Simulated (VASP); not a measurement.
# Ga3BiO4 (P4/mmm) in VASP: notebook

One crystal, Ga3BiO4, is run at these levels: PBE; tasks: relaxation of cell and atoms.

All numbers are computed with VASP 6.6.1; they aren't measurements. Logs are shortened: lines on timing, memory, paths and dates and some standing lists are left out, and cuts for length are marked.

**1. The crystal as given**

The structure is tetragonal, space group P4/mmm (No. 123). The conventional cell has a = 3.615 Å, b = 3.615 Å, c = 8.998 Å, α = 90.00°, β = 90.00°, γ = 90.00°. Ga (site symmetry 4mm) is surrounded by 4 O at 1.94 Å. Ga (site symmetry 4/mmm) is surrounded by 8 O at 2.20 Å. Around Bi (site symmetry 4/mmm) lie 8 Ga at 3.61 Å and 4 Bi at 3.62 Å and 8 O at 3.71 Å. O (site symmetry 2mm) has 4 Ga at 1.94 to 2.20 Å as nearest neighbours.

The cell was built by a generator and needn't be a form met in nature.

**2. Relaxation of cell and atoms, PBE**

Contents of INCAR:

```
PREC = Accurate ; ENCUT = 520
EDIFF = 1E-6 ; ISMEAR = 0
SIGMA = 0.1 ; LREAL = False
LASPH = True ; NELM = 120
ALGO = Normal ; ISIF = 3
LWAVE = False ; LCHARG = False
GGA = PE ; IBRION = 2
NSW = 90 ; EDIFFG = -0.01
KPAR = 4
```

Contents of KPOINTS:

```
Automatic mesh
0
Gamma
  8 8 4
```

Contents of POSCAR:

```
Ga3BiO4
1.0
    3.6150000000      0.0000000000      0.0000000000
    0.0000000000      3.6150000000      0.0000000000
    0.0000000000      0.0000000000      8.9980000000
Ga Bi O
3 1 4
Direct
    0.5000000000      0.5000000000      0.7827295000
    0.5000000000      0.5000000000      0.2172705000
    0.0000000000      0.0000000000      0.0000000000
    0.0000000000      0.0000000000      0.5000000000
    0.5000000000      0.0000000000      0.8605245600
    0.0000000000      0.5000000000      0.1394754400
    0.5000000000      0.0000000000      0.1394754400
    0.0000000000      0.5000000000      0.8605245600
```

Potentials or basis: VASP PAW PBE potentials, release 64 (Ga_d, Bi_d, O).

Launch:

```console
$ cat potpaw_PBE.64/Ga_d/POTCAR potpaw_PBE.64/Bi_d/POTCAR potpaw_PBE.64/O/POTCAR > POTCAR
$ mpirun -np 4 vasp_std > vasp.out
```

OUTCAR:

```text
PREC = Accurate
   ENCUT = 520
   EDIFF = 1E-6
   ISMEAR = 0
   LREAL = False
   LASPH = True
   NELM = 120
   ISIF = 3
   GGA = PE
   IBRION = 2
   NSW = 90
   EDIFFG = -0.01

 ion  position               nearest neighbor table
   1  0.500  0.500  0.783-   5 1.94   8 1.94   5 1.94   8 1.94
   2  0.500  0.500  0.217-   6 1.94   7 1.94   7 1.94   6 1.94
   3  0.000  0.000  0.000-   5 2.20   6 2.20   7 2.20   8 2.20   6 2.20   8 2.20   5 2.20   7 2.20

   4  0.000  0.000  0.500-
   5  0.500  0.000  0.861-   1 1.94   1 1.94   3 2.20   3 2.20
   6  0.000  0.500  0.139-   2 1.94   2 1.94   3 2.20   3 2.20
   7  0.500  0.000  0.139-   2 1.94   2 1.94   3 2.20   3 2.20
   8  0.000  0.500  0.861-   1 1.94   1 1.94   3 2.20   3 2.20

  LATTYP: Found a simple tetragonal cell.
 ALAT       =     3.6150000000
 C/A-ratio  =     2.4890733057

  Lattice vectors:

 A1 = (   3.6150000000,   0.0000000000,   0.0000000000)
 A2 = (   0.0000000000,   3.6150000000,   0.0000000000)
 A3 = (   0.0000000000,   0.0000000000,   8.9980000000)

Analysis of symmetry for initial positions (statically):
=====================================================================
 Subroutine PRICEL returns:
 Original cell was already a primitive cell.

 Routine SETGRP: Setting up the symmetry group for a
 simple tetragonal supercell.

 Subroutine GETGRP returns: Found 16 space group operations
 (whereof 16 operations were pure point group operations)
 out of a pool of 16 trial point group operations.

The static configuration has the point symmetry D_4h.

Analysis of symmetry for dynamics (positions and initial velocities):
=====================================================================
 Subroutine PRICEL returns:
 Original cell was already a primitive cell.

 Routine SETGRP: Setting up the symmetry group for a
 simple tetragonal supercell.

 Subroutine GETGRP returns: Found 16 space group operations
 (whereof 16 operations were pure point group operations)
 out of a pool of 16 trial point group operations.

The dynamic configuration has the point symmetry D_4h.

 Subroutine INISYM returns: Found 16 space group operations
 (whereof 16 operations are pure point group operations),
 and found     1 'primitive' translations
[... 120 lines left out ...]
   EMIN   =  10.00;   EMAX   =-10.00  energy-range for DOS
   EFERMI =   0.00;   METHOD = LEGACY
   ISMEAR =     0;   SIGMA  =   0.10  broadening in eV -4-tet -1-fermi 0-gaus
   EFERMI_NEDOS =   21; number of points for ismear=-14 and -15
   IALGO  =     38    algorithm
   IMIX   =      4    mixing-type and parameters
     AMIX     =   0.40;   BMIX     =  1.00
     AMIX_MAG =   1.60;   BMIX_MAG =  1.00
  volume/ion in A,a.u.               =      14.70        99.19
  Fermi-wavevector in a.u.,A,eV,Ry     =   1.427750  2.698056 27.735069  2.038470
  Thomas-Fermi vector in A             =   2.547886
   LORBIT       =      0    0 simple, 1 ext, 2 COOP (PROOUT), +10 PAW based schemes
   GGA     = PE    functional components
   LHFCALC =     F    Hartree Fock is set to
   AEXX    =    0.0000 exact exchange contribution
   IVDW    =     0    specifies the selected vdW correction
   LEPSILON=     F    determine dielectric tensor
   LRPA    =     F    only Hartree local field effects (RPA)
 conjugate gradient relaxation of ions
 non-spin polarized calculation
 Gauss-broadening in eV      SIGMA  =   0.10
  energy-cutoff  :      520.00
  volume of cell :      117.59
 maximum number of plane-waves:      3204
 NGX is ok and might be reduce to    28
   NGX = 13   NGY = 13   NGZ = 33

--------------------------------------- Ionic step        1  -------------------------------------------

 number of electron      77.9999993 magnetization

 Free energy of the ion-electron system (eV)
  ---------------------------------------------------
  ext. energy  EPLUGINS =         0.00000000
  ---------------------------------------------------
  free energy    TOTEN  =       -40.59566281 eV

  energy without entropy =      -40.58596423  energy(sigma->0) =      -40.59081352

------------------------ aborting loop because EDIFF is reached ----------------------------------------

  FORCE on cell =-STRESS in cart. coord.  units (eV):
  Direction    XX          YY          ZZ          XY          YZ          ZX
  --------------------------------------------------------------------------------------
  -------------------------------------------------------------------------------------
  Total       -0.9813608     -0.9813608      0.9252172      0.0000000      0.0000000     -0.0000000
  in kB      -13.3713939    -13.3713939     12.6064182      0.0000000      0.0000000     -0.0000000
  external PRESSURE =      -4.7121232 kB  Pullay stress =       0.0000000 kB
[... 107 lines left out ...]
  FREE ENERGIE OF THE ION-ELECTRON SYSTEM (eV)
  ---------------------------------------------------
  free  energy   TOTEN  =       -40.6030424104 eV

  energy  without entropy=      -40.5934879905  energy(sigma->0) =      -40.59826520

[... ionic steps 4 to 12 ...]

--------------------------------------- Ionic step       13  -------------------------------------------

 number of electron      77.9999998 magnetization

------------------------ aborting loop because EDIFF is reached ----------------------------------------
[... 79 lines left out ...]
--------------------------------------- Ionic step       15  -------------------------------------------

 number of electron      77.9999999 magnetization

 Free energy of the ion-electron system (eV)
  ---------------------------------------------------
  ext. energy  EPLUGINS =         0.00000000
  ---------------------------------------------------
  free energy    TOTEN  =       -40.60917020 eV

  energy without entropy =      -40.59875212  energy(sigma->0) =      -40.60396116

 E-fermi :   5.2005     XC(G=0): -10.6900

 val. band max:        5.1918038710   @ k =   0.5000   0.5000   0.5000
 cond. band min:       5.2047357419   @ k =   0.5000   0.0000   0.0000
 fundamental gap:      0.0129318709
 Fermi energy:         5.2005306158

 k-point     1 :       0.0000    0.0000    0.0000
  band No.  band energies     occupation
      1     -17.5605      2.00000
      2     -17.5121      2.00000
      3     -17.4651      2.00000
      4     -17.4651      2.00000
      5     -17.4469      2.00000
      6     -14.8896      2.00000
[... 1165 lines left out ...]
     45      11.5294      0.00000
     46      12.7264      0.00000

 [... further k-points ...]
[... 5 lines left out ...]
  --------------------------------------------------------------------------------------
  -------------------------------------------------------------------------------------
  Total        0.0115359      0.0115359      0.0273016      0.0000000      0.0000000      0.0000000
  in kB        0.1556736      0.1556736      0.3684282      0.0000000      0.0000000      0.0000000
  external PRESSURE =       0.2265918 kB  Pullay stress =       0.0000000 kB
[... 23 lines left out ...]
  FREE ENERGIE OF THE ION-ELECTRON SYSTEM (eV)
  ---------------------------------------------------
  free  energy   TOTEN  =       -40.6091701958 eV

  energy  without entropy=      -40.5987521231  energy(sigma->0) =      -40.60396116

 reached required accuracy - stopping structural energy minimisation
```

CONTCAR:

```text
Ga3BiO4
   1.00000000000000
     3.5960809151627839    0.0000000000000000   -0.0000000000000000
     0.0000000000000000    3.5960809151627839   -0.0000000000000000
    -0.0000000000000000   -0.0000000000000000    9.1809268185143225
  Ga              Bi              O
     3     1     4
Direct
     0.5000000000000000    0.5000000000000000    0.7857113217801152
     0.5000000000000000    0.5000000000000000    0.2142886782198847
     0.0000000000000000    0.0000000000000000    0.0000000000000000
     0.0000000000000000    0.0000000000000000    0.5000000000000000
     0.5000000000000000    0.0000000000000000    0.8628945514641256
     1.0000000000000000    0.5000000000000000    0.1371054485358744
     0.5000000000000000    1.0000000000000000    0.1371054485358744
     0.0000000000000000    0.5000000000000000    0.8628945514641256

  0.00000000E+00  0.00000000E+00  0.00000000E+00
  0.00000000E+00  0.00000000E+00  0.00000000E+00
  0.00000000E+00  0.00000000E+00  0.00000000E+00
  0.00000000E+00  0.00000000E+00  0.00000000E+00
  0.00000000E+00  0.00000000E+00  0.00000000E+00
  0.00000000E+00  0.00000000E+00  0.00000000E+00
  0.00000000E+00  0.00000000E+00  0.00000000E+00
  0.00000000E+00  0.00000000E+00  0.00000000E+00
```

Wall time 6.3 min (4 MPI ranks of Intel Xeon Platinum 8488C (Sapphire Rapids), shared host); peak memory 0.38 GiB.

What came out:

```yaml
Free_energy: -40.6092 eV
Relaxed_volume: 14.84 Å³/atom
Relaxed_cell: a = 3.596 Å, b = 3.596 Å, c = 9.181 Å, α = 90.00°, β = 90.00°, γ = 90.00°
Space_group_after_relaxing_to_0.05_Å: P4/mmm (No. 123)
Energy_gained_by_relaxing: 1.7 meV/atom
Ionic_steps: 15
Pressure_after_relaxing: 0.0 GPa
Largest_force_after_relaxing: 0.006 eV/Å
Band_gap_on_the_k_mesh: none (metal or under the smearing width)
```

Forces on the atoms (eV/Å):
```
Ga   0.000  0.000  0.006
Ga   0.000  0.000 -0.006
Ga   0.000  0.000  0.000
Bi   0.000  0.000  0.000
O    0.000  0.000 -0.006
O    0.000  0.000  0.006
O    0.000  0.000  0.006
O    0.000  0.000 -0.006
```

The path:
| step | energy change (eV) | largest force (eV/Å) | pressure (GPa) | volume (Å³) |
| --- | --- | --- | --- | --- |
| 1 | 0.0000 | 0.0280 | -0.47 | 117.59 |
| 2 | -0.0072 | 0.0826 | 0.68 | 116.85 |
| 3 | -0.0074 | 0.0708 | 0.48 | 116.95 |
| 4 | -0.0094 | 0.0845 | 0.00 | 117.52 |
| 5 | -0.0094 | 0.0931 | -0.07 | 117.56 |
| 6 | -0.0104 | 0.0878 | -0.01 | 117.65 |
| 7 | -0.0119 | 0.0773 | 0.12 | 117.87 |
| 8 | -0.0120 | 0.0626 | 0.38 | 118.31 |
| 9 | -0.0125 | 0.0683 | 0.25 | 118.10 |
| 10 | -0.0133 | 0.0399 | 0.06 | 118.54 |
| 11 | -0.0134 | 0.0212 | -0.12 | 118.86 |
| 12 | -0.0134 | 0.0255 | -0.08 | 118.81 |
| 13 | -0.0134 | 0.0212 | -0.15 | 118.83 |
| 14 | -0.0134 | 0.0169 | 0.11 | 118.60 |
| 15 | -0.0135 | 0.0063 | 0.02 | 118.73 |

Final structure:
```xyz
8
Lattice="3.5961 0.0000 0.0000 0.0000 3.5961 0.0000 0.0000 0.0000 9.1809" Properties=species:S:1:pos:R:3 pbc="T T T"
Ga    1.7980    1.7980    7.2136
Ga    1.7980    1.7980    1.9674
Ga    0.0000    0.0000    0.0000
Bi    0.0000    0.0000    4.5905
O     1.7980    0.0000    7.9222
O     3.5961    1.7980    1.2588
O     1.7980    3.5961    1.2588
O     0.0000    1.7980    7.9222
```

Caveat: spin-orbit coupling is left out, which moves the levels of the heavy elements.

**3. Relaxation of cell and atoms, PBE**

This run uses another cell than the first one, of 14.84 Å³/atom, 1.010 times its volume.

Contents of INCAR:

```
PREC = Accurate ; ENCUT = 520
EDIFF = 1E-7 ; ISMEAR = 0
SIGMA = 0.1 ; LREAL = False
LASPH = True ; NELM = 120
ALGO = Normal ; ISIF = 3
LWAVE = False ; LCHARG = False
GGA = PE ; IBRION = 2
NSW = 60 ; EDIFFG = -0.005
POTIM = 0.3 ; KPAR = 4
```

KPOINTS is that of step 2.

Contents of POSCAR:

```
Ga3BiO4                                 
1.0
    3.5960809152      0.0000000000     -0.0000000000
    0.0000000000      3.5960809152     -0.0000000000
   -0.0000000000     -0.0000000000      9.1809268185
  Ga              Bi              O             
     3     1     4
Direct
     0.5000000000000000    0.5000000000000000    0.7857113217801152
     0.5000000000000000    0.5000000000000000    0.2142886782198847
     0.0000000000000000    0.0000000000000000    0.0000000000000000
     0.0000000000000000    0.0000000000000000    0.5000000000000000
     0.5000000000000000    0.0000000000000000    0.8628945514641256
     1.0000000000000000    0.5000000000000000    0.1371054485358744
     0.5000000000000000    1.0000000000000000    0.1371054485358744
     0.0000000000000000    0.5000000000000000    0.8628945514641256
```

Potentials or basis: VASP PAW PBE potentials, release 64 (Ga_d, Bi_d, O).

Launch:

```console
$ cat potpaw_PBE.64/Ga_d/POTCAR potpaw_PBE.64/Bi_d/POTCAR potpaw_PBE.64/O/POTCAR > POTCAR
$ mpirun -np 4 vasp_std > vasp.out
```

It took 77 s on 4 MPI ranks of Intel Xeon Platinum 8488C (Sapphire Rapids), shared host; peak memory 0.36 GiB.

It converged, with:

```yaml
Free_energy: -40.6104 eV
Energy_gained_by_relaxing: 0.0 meV/atom
Ionic_steps: 2
Pressure_after_relaxing: 0.0 GPa
Band_gap_on_the_k_mesh: none (metal or under the smearing width)
```

Forces on the atoms (eV/Å):
```
Ga   0.000  0.000  0.003
Ga   0.000  0.000 -0.003
Ga   0.000  0.000  0.000
Bi   0.000  0.000  0.000
O    0.000  0.000 -0.002
O    0.000  0.000  0.002
O    0.000  0.000  0.002
O    0.000  0.000 -0.002
```

Final structure:
```
CELL_PARAMETERS angstrom
3.59604 0.00000 0.00000
0.00000 3.59604 0.00000
0.00000 0.00000 9.18188
ATOMIC_POSITIONS crystal
Ga 0.50000 0.50000 0.78573
Ga 0.50000 0.50000 0.21427
Ga 0.00000 0.00000 0.00000
Bi 0.00000 0.00000 0.50000
O 0.50000 0.00000 0.86287
O 0.00000 0.50000 0.13713
O 0.50000 0.00000 0.13713
O 0.00000 0.50000 0.86287
```

Levels at points of the mesh, in eV from the Fermi level:
| k point | band 37 | band 38 | band 39 | band 40 | band 41 | band 42 |
| --- | --- | --- | --- | --- | --- | --- |
| (0.00, 0.00, 0.00) | -1.40 | -1.11 | -0.64 | 2.40 | 2.40 | 2.45 |
| (0.50, 0.00, 0.00) | -2.72 | -2.55 | 0.00 | 1.09 | 2.52 | 3.70 |
| (0.50, 0.50, 0.00) | -1.11 | -0.77 | -0.66 | -0.33 | 0.76 | 0.79 |
| (0.00, 0.00, 0.50) | -1.46 | -1.40 | 1.18 | 1.75 | 2.43 | 2.43 |
| (0.50, 0.00, 0.50) | -2.55 | -1.93 | -0.28 | 0.48 | 2.84 | 3.71 |
| (0.50, 0.50, 0.50) | -1.11 | -0.77 | -0.66 | -0.01 | 0.32 | 0.58 |

Caveat: spin-orbit coupling is left out, which moves the levels of the heavy elements.
